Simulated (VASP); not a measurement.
A convergence study with VASP on MgI$_{2}$ (1T layered): one setting is varied, all else stays as given below, so the limit is that of these other settings.

```yaml
crystal:
  lattice:
    - [2.07500, -3.59401, 0.00000]
    - [2.07500, 3.59401, 0.00000]
    - [0.00000, 0.00000, 6.86000]
  atoms:
    - { symbol: Mg, position: [0.00000, 0.00000, 0.00000] }
    - { symbol: I, position: [0.33333, 0.66667, 0.24200] }
    - { symbol: I, position: [0.66667, 0.33333, 0.75800] }
```

Level of theory: PBE GGA, VASP's PBE PAW potentials (set 64) (plane waves; VASP 6.6.1). The tightest run used: 550 eV cut-off, 11×11×6 Monkhorst-Pack mesh, Gaussian smearing of 0.050 eV, potentials Mg I.

Q: The settings run are 1×1×1 mesh; 2×2×1 mesh; 3×3×2 mesh; 4×4×2 mesh; 5×5×3 mesh; 6×6×3 mesh; 7×7×4 mesh; 8×8×5 mesh; 9×9×5 mesh; 10×10×6 mesh; 11×11×6 mesh. From which on does the energy per atom stay within 0.001 eV/atom of the tightest run?

A: From 6×6×3 mesh on: it is off by 0.0000 there and by no more than 0.001 in any finer run, while 5×5×3 mesh is off by 0.0018.
```csv
setting,E (eV/atom),pressure (GPa),largest force (eV/Å),irreducible k-points,difference judged (eV/atom)
1×1×1 mesh,0.5481,23.49,0.117,1,3.1130
2×2×1 mesh,-2.6760,0.23,0.103,2,0.1111
3×3×2 mesh,-2.5202,1.90,0.022,4,0.0447
4×4×2 mesh,-2.5675,1.27,0.053,10,0.0026
5×5×3 mesh,-2.5632,1.34,0.049,12,0.0018
6×6×3 mesh,-2.5649,1.31,0.051,33,0.0000
7×7×4 mesh,-2.5649,1.31,0.051,24,0.0001
8×8×5 mesh,-2.5649,1.31,0.052,92,0.0000
9×9×5 mesh,-2.5649,1.31,0.052,50,0.0000
10×10×6 mesh,-2.5649,1.31,0.052,165,0.0000
11×11×6 mesh,-2.5649,1.31,0.052,78,0.0000
```

Left out are rungs that failed or repeat a setting and relaxations that didn't move; long series are thinned to 24 rows.

The compound is MgI2 in the 1T layered structure. The cell was not relaxed at this level, forces remain on its atoms.
